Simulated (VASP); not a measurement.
All values below come from PW91 GGA, VASP's PBE PAW potentials (set 64) (plane waves; VASP 6.6.1).

Input for VASP

**KPOINTS**
```
Automatic mesh
0
Gamma
5 5 7
0 0 0
```

File POSCAR:
```
MnF2
1
    4.8245292133     0.0000000000     0.0000000000
    0.0000000000     4.8245292133     0.0000000000
    0.0000000000     0.0000000000     3.2533667278
Mn F
2 4
Direct
  0.0000000000   0.0000000000   0.0000000000
  0.5000000000   0.5000000000   0.5000000000
  0.3035581213   0.3035581213   0.0000000000
  0.8035581213   0.1964418787   0.5000000000
  0.1964418787   0.8035581213   0.5000000000
  0.6964418787   0.6964418787   0.0000000000
```

### INCAR
```
! general
SYSTEM  = MnF2
PREC    = Accurate
ENCUT   = 520
LREAL   = .FALSE.
LASPH   = .TRUE.

! electronic loop
EDIFF   = 1E-7
NELM    = 100
ALGO    = Normal
LMAXMIX = 4

! smearing
ISMEAR  = 0
SIGMA   = 0.05

! functional
GGA     = 91

! spin
ISPIN   = 2
MAGMOM  = 4.5 -4.5 -0.0 0.0 0.0 -0.0

! ions
IBRION  = 2
NSW     = 30
ISIF    = 4
EDIFFG  = -0.01

! output
LWAVE   = .FALSE.
LCHARG  = .FALSE.
LORBIT  = 10
```

POTCAR, in this order: Mn_pv F (PBE.64 set). Program: vasp_std.

Output

### OUTCAR
```
 ion  position               nearest neighbor table
   1  0.000  0.000  0.000-   3 2.07   6 2.07   5 2.11   4 2.11   4 2.11   5 2.11
   2  0.500  0.500  0.500-   4 2.07   5 2.07   3 2.11   6 2.11   3 2.11   6 2.11
   3  0.304  0.304  0.000-   1 2.07   2 2.11   2 2.11
   4  0.804  0.196  0.500-   2 2.07   1 2.11   1 2.11
   5  0.196  0.804  0.500-   2 2.07   1 2.11   1 2.11
   6  0.696  0.696  0.000-   1 2.07   2 2.11   2 2.11
  LATTYP: Found a simple tetragonal cell.
 ALAT       =     4.8245292133
 C/A-ratio  =     0.6743386938
 Subroutine PRICEL returns:
 Original cell was already a primitive cell.
 Subroutine GETGRP returns: Found 16 space group operations
The static configuration has the point symmetry D_2h.
 The point group associated with its full space group is D_4h.
The dynamic configuration has the point symmetry D_2h.
The overall configuration has the point symmetry D_2h.
 Subroutine INISYM returns: Found 16 space group operations
 Subroutine IBZKPT returns following result:
 Found     24 irreducible k-points:

 Following reciprocal coordinates:
            Coordinates               Weight
  0.000000  0.000000  0.000000      1.000000
  0.200000  0.000000  0.000000      4.000000
  0.400000  0.000000  0.000000      4.000000
  0.200000  0.200000  0.000000      4.000000
  0.400000  0.200000  0.000000      8.000000
  0.400000  0.400000  0.000000      4.000000
  0.000000  0.000000  0.142857      2.000000
  0.200000  0.000000  0.142857      8.000000
  0.400000  0.000000  0.142857      8.000000
  0.200000  0.200000  0.142857      8.000000
  0.400000  0.200000  0.142857     16.000000
  0.400000  0.400000  0.142857      8.000000
  0.000000  0.000000  0.285714      2.000000
  0.200000  0.000000  0.285714      8.000000
  0.400000  0.000000  0.285714      8.000000
  0.200000  0.200000  0.285714      8.000000
  0.400000  0.200000  0.285714     16.000000
...
```

**OSZICAR**
```
       N       E                     dE             d eps       ncg     rms          rms(c)
DAV:   1     0.720436257375E+03    0.72044E+03   -0.31506E+04  3112   0.193E+03
DAV:   2     0.319077705246E+02   -0.68853E+03   -0.66494E+03  3392   0.558E+02
DAV:   3    -0.406437925884E+02   -0.72552E+02   -0.71774E+02  3448   0.188E+02
DAV:   4    -0.427064293160E+02   -0.20626E+01   -0.20207E+01  3656   0.306E+01
DAV:   5    -0.427404470748E+02   -0.34018E-01   -0.34014E-01  3256   0.450E+00    0.219E+01
DAV:   6    -0.388952129946E+02    0.38452E+01   -0.25328E+01  3664   0.372E+01    0.157E+01
DAV:   7    -0.390345509511E+02   -0.13934E+00   -0.17921E+00  3240   0.105E+01    0.106E+01
DAV:   8    -0.388525339738E+02    0.18202E+00   -0.44671E-01  3200   0.608E+00    0.347E+00
DAV:   9    -0.390550712024E+02   -0.20254E+00   -0.10831E-01  3752   0.353E+00    0.900E-01
DAV:  10    -0.390581586139E+02   -0.30874E-02   -0.18658E-02  3176   0.903E-01    0.170E-01
DAV:  11    -0.390584245148E+02   -0.26590E-03   -0.51799E-04  3680   0.207E-01    0.599E-02
DAV:  12    -0.390586606743E+02   -0.23616E-03   -0.14507E-04  3344   0.899E-02    0.459E-02
DAV:  13    -0.390586928933E+02   -0.32219E-04   -0.28277E-05  3392   0.380E-02    0.982E-03
DAV:  14    -0.390586982977E+02   -0.54044E-05   -0.79468E-06  3464   0.224E-02    0.399E-03
DAV:  15    -0.390586987058E+02   -0.40805E-06   -0.60416E-07  2992   0.545E-03    0.232E-03
DAV:  16    -0.390586989660E+02   -0.26025E-06   -0.16942E-07  2656   0.276E-03    0.586E-04
DAV:  17    -0.390586989978E+02   -0.31734E-07   -0.10270E-08  1824   0.743E-04
   1 F= -.39058699E+02 E0= -.39058699E+02  d E =-.390587E+02  mag=     0.0000
       N       E                     dE             d eps       ncg     rms          rms(c)
DAV:   1    -0.390631850250E+02   -0.44861E-02   -0.88547E-01  3072   0.694E+00    0.566E-01
DAV:   2    -0.390623084653E+02    0.87656E-03   -0.23938E-02  3656   0.115E+00    0.342E-01
DAV:   3    -0.390612454489E+02    0.10630E-02   -0.10454E-03  3864   0.276E-01    0.189E-01
DAV:   4    -0.390610037779E+02    0.24167E-03   -0.48495E-04  3616   0.162E-01    0.553E-02
DAV:   5    -0.390610066188E+02   -0.28409E-05   -0.49133E-05  3208   0.468E-02    0.316E-02
DAV:   6    -0.390610070234E+02   -0.40460E-06   -0.35298E-06  3952   0.152E-02    0.151E-02
DAV:   7    -0.390610075949E+02   -0.57155E-06   -0.90307E-07  3584   0.764E-03    0.281E-03
DAV:   8    -0.390610076443E+02   -0.49372E-07   -0.84584E-08  1952   0.244E-03
   2 F= -.39061008E+02 E0= -.39061008E+02  d E =-.230865E-02  mag=     0.0000
       N       E                     dE             d eps       ncg     rms          rms(c)
DAV:   1    -0.390635006331E+02   -0.24930E-02   -0.72365E-01  3072   0.627E+00    0.512E-01
DAV:   2    -0.390627887605E+02    0.71187E-03   -0.19552E-02  3648   0.104E+00    0.309E-01
DAV:   3    -0.390619206973E+02    0.86806E-03   -0.85284E-04  3904   0.250E-01    0.171E-01
DAV:   4    -0.390617242847E+02    0.19641E-03   -0.39401E-04  3616   0.146E-01    0.499E-02
DAV:   5    -0.390617265750E+02   -0.22903E-05   -0.39846E-05  3216   0.420E-02    0.286E-02
DAV:   6    -0.390617269424E+02   -0.36745E-06   -0.28307E-06  3968   0.134E-02    0.137E-02
DAV:   7    -0.390617274150E+02   -0.47258E-06   -0.73303E-07  3576   0.685E-03    0.247E-03
DAV:   8    -0.390617274542E+02   -0.39207E-07   -0.65945E-08  1816   0.210E-03
   3 F= -.39061727E+02 E0= -.39061727E+02  d E =-.302846E-02  mag=    -0.0000
```

OUTCAR:
```
------------------------ aborting loop because EDIFF is reached ----------------------------------------
  FORCE on cell =-STRESS in cart. coord.  units (eV):
  Direction    XX          YY          ZZ          XY          YZ          ZX
  --------------------------------------------------------------------------------------
  Total        2.8243291      2.8243291      2.8621438     -0.0000000      0.0000000      0.0000000
  in kB       59.7562019     59.7562019     60.5562720     -0.0000000      0.0000000      0.0000000
  external PRESSURE =      60.0228919 kB  Pullay stress =       0.0000000 kB
  volume of cell :       75.73
      direct lattice vectors                 reciprocal lattice vectors
     4.811544341  0.000000000  0.000000000     0.207833479 -0.000000000  0.000000000
     0.000000000  4.811544341  0.000000000    -0.000000000  0.207833479  0.000000000
     0.000000000  0.000000000  3.270950087     0.000000000  0.000000000  0.305721571
 POSITION                                       TOTAL-FORCE (eV/Angst)
 -----------------------------------------------------------------------------------
      0.00000      0.00000      0.00000        -0.000000      0.000000     -0.000000
      2.40577      2.40577      1.63548        -0.000000      0.000000     -0.000000
      1.45467      1.45467      0.00000         0.002085      0.002085      0.000000
      3.86044      0.95110      1.63548         0.002085     -0.002085     -0.000000
      0.95110      3.86044      1.63548        -0.002085      0.002085     -0.000000
      3.35687      3.35687      0.00000        -0.002085     -0.002085     -0.000000
 -----------------------------------------------------------------------------------
    total drift:                                0.000000      0.000000      0.000000
  FREE ENERGIE OF THE ION-ELECTRON SYSTEM (eV)
  ---------------------------------------------------
  free  energy   TOTEN  =       -39.0617274542 eV

  energy  without entropy=      -39.0617274542  energy(sigma->0) =      -39.06172745

 total charge

# of ion       s       p       d       tot
------------------------------------------
    1        0.169   6.157   4.984  11.310
    2        0.169   6.157   4.984  11.310
    3        1.733   4.372   0.000   6.105
    4        1.733   4.372   0.000   6.105
    5        1.733   4.372   0.000   6.105
    6        1.733   4.372   0.000   6.105
--------------------------------------------------
tot          7.270  29.802   9.969  47.041

 magnetization (x)

# of ion       s       p       d       tot
------------------------------------------
    1        0.015   0.015   4.475   4.504
    2       -0.015  -0.015  -4.475  -4.504
    3       -0.003  -0.025   0.000  -0.027
    4        0.003   0.025   0.000   0.027
    5        0.003   0.025   0.000   0.027
    6       -0.003  -0.025   0.000  -0.027
--------------------------------------------------
tot          0.000   0.000   0.000   0.000

 reached required accuracy - stopping structural energy minimisation
```
(Selected blocks of OUTCAR.)

**CONTCAR**
```
MnF2
   1.00000000000000
     4.8115443405908609    0.0000000000000000    0.0000000000000000
     0.0000000000000000    4.8115443405908609    0.0000000000000000
     0.0000000000000000    0.0000000000000000    3.2709500866325265
  Mn              F
     2     4
Direct
     0.0000000000000000    0.0000000000000000    0.0000000000000000
     0.5000000000000000    0.5000000000000000    0.5000000000000000
     0.3023290612629665    0.3023290612629665    0.0000000000000000
     0.8023290612629664    0.1976709387370335    0.5000000000000000
     0.1976709387370335    0.8023290612629664    0.5000000000000000
     0.6976709387370336    0.6976709387370336    0.0000000000000000
```

File OUTCAR:
```
 val. band max:        3.2113034413   @ k =   0.4000   0.2000   0.4286

 cond. band min:       5.3225533655   @ k =   0.0000   0.0000   0.0000


 Fermi energy:         3.5727776624

 spin component 1

 k-point     1 :       0.0000    0.0000    0.0000
  band No.  band energies     occupation
      1     -46.2151      1.00000
      2     -46.1411      1.00000
      3     -46.1392      1.00000
      4     -41.5243      1.00000
      5     -41.4606      1.00000
      6     -41.4601      1.00000
      7     -21.1518      1.00000
      8     -20.5836      1.00000
      9     -20.5663      1.00000
     10     -20.5088      1.00000
     11      -4.6782      1.00000
     12      -3.6812      1.00000
     13      -3.2586      1.00000
     14      -3.0567      1.00000
     15      -2.6519      1.00000
     16      -2.6214      1.00000
     17      -2.5984      1.00000
     18      -2.5753      1.00000
     19      -1.6417      1.00000
     20      -1.2800      1.00000
     21      -1.2640      1.00000
     22      -0.9601      1.00000
     23       1.4561      1.00000
     24       1.7418      1.00000
     25       1.9032      1.00000
     26       2.8363      1.00000
     27       3.0795      1.00000
     28       5.3226      0.00000
     29       5.5167      0.00000
     30       5.9876      0.00000
     31       5.9978      0.00000
     32       6.9815      0.00000

 k-point     2 :       0.2000    0.0000    0.0000
  band No.  band energies     occupation
      1     -46.2151      1.00000
      2     -46.1411      1.00000
      3     -46.1392      1.00000
      4     -41.5244      1.00000
      5     -41.4606      1.00000
      6     -41.4601      1.00000
      7     -21.1017      1.00000
      8     -20.6502      1.00000
      9     -20.5522      1.00000
     10     -20.5116      1.00000
     11      -4.5244      1.00000
     12      -3.6745      1.00000
     13      -3.1639      1.00000
     14      -3.0673      1.00000
...
```

The compound is MnF2 in the rutile structure. This cell is one point of a volume scan, at 0.94 of the reference volume. Symmetry was kept, so distortions that lower it aren't found.
